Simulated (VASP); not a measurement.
Here is the system:

```
BeTe
1.0
    3.99136     0.00000     0.00000
   -1.99568     3.45662     0.00000
    0.00000     0.00000     6.58481
Be Te
2 2
Direct
  0.66667   0.33333   0.50059
  0.33333   0.66667   0.00059
  0.66667   0.33333   0.87441
  0.33333   0.66667   0.37441
```

Method: r2SCAN meta-GGA, VASP's PBE PAW potentials (set 64) (plane waves; VASP). Settings: 400 eV cut-off, 7×7×4 Γ-centred mesh, tetrahedra with Blöchl corrections, potentials Be Te.

The cores are frozen, which limits the accuracy of field gradients.

Task: Give the principal components of the electric field gradient (V/Å²) and the asymmetry η at each nucleus.

Result: 
| atom | Vxx | Vyy | Vzz | η |
|---|---|---|---|---|
| Be1 | -0.1 | -0.1 | 0.2 | - |
| Be2 | -0.1 | -0.1 | 0.2 | - |
| Te3 | -7.5 | -7.5 | 15.0 | 0.00 |
| Te4 | -7.5 | -7.5 | 15.0 | 0.00 |

The structure comes from a computed database's BeTe entry (P6_3mc); how it stands against other phases isn't given here. It was relaxed first.
